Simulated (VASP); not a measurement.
Shape and ions are relaxed at each volume.

Energy against volume of SiC (wurtzite). Computed with LDA (Ceperley-Alder, Perdew-Zunger), VASP's LDA PAW potentials (set 64) (plane waves; VASP).

| V (Å³/atom) | E (eV/atom) |
|---|---|
| 9.551 | -8.28920 |
| 9.855 | -8.31154 |
| 10.160 | -8.31868 |
| 10.465 | -8.31268 |
| 10.770 | -8.29532 |

Task: Fit a third-order Birch-Murnaghan equation of state.

Result: 
```json
{
  "volume_per_atom": "10.17 Å^3/atom",
  "bulk_modulus": "2290 kbar",
  "pressure_derivative_of_the_bulk_modulus": "3.86"
}
```

The compound is SiC in the wurtzite structure, the rare 2H polytype. It was relaxed first.
